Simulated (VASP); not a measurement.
Here is the system:

```
SnO
1.0
    3.83882     0.00000     0.00000
    0.00000     3.83882     0.00000
    0.00000     0.00000     4.75288
Sn O
2 2
Direct
  0.50000   0.00000   0.76200
  0.00000   0.50000   0.23800
  0.50000   0.50000   0.00000
  0.00000   0.00000   0.00000
```

All values below come from PBE GGA with D3 dispersion (Becke-Johnson damping), VASP's PBE PAW potentials (set 64) (plane waves; VASP). Run with PREC = Normal, EDIFF = 1E-5, 500 eV cut-off, 8×8×6 Γ-centred mesh, Gaussian smearing of 0.050 eV, potentials Sn_d O.

**Question.** The ions are relaxed. What does this cell relax into?

**Answer.** 
```
SnO
1.0
    3.83882     0.00000     0.00000
    0.00000     3.83882     0.00000
    0.00000     0.00000     4.75288
Sn O
2 2
Direct
  0.50000   0.00000   0.75554
  0.00000   0.50000   0.24446
  0.50000   0.50000   0.00000
  0.00000   0.00000   0.00000
```
Space group P4/nmm (129), at a tolerance of 0.03 Å.

**Question.** How much energy does the relaxation gain?

**Answer.** The energy (σ→0) changes by -4.4 meV/atom, in 3 ionic steps.

The compound is SnO in the litharge structure. This run relaxes the ions in a fixed cell. Symmetry was kept, so distortions that lower it aren't found.
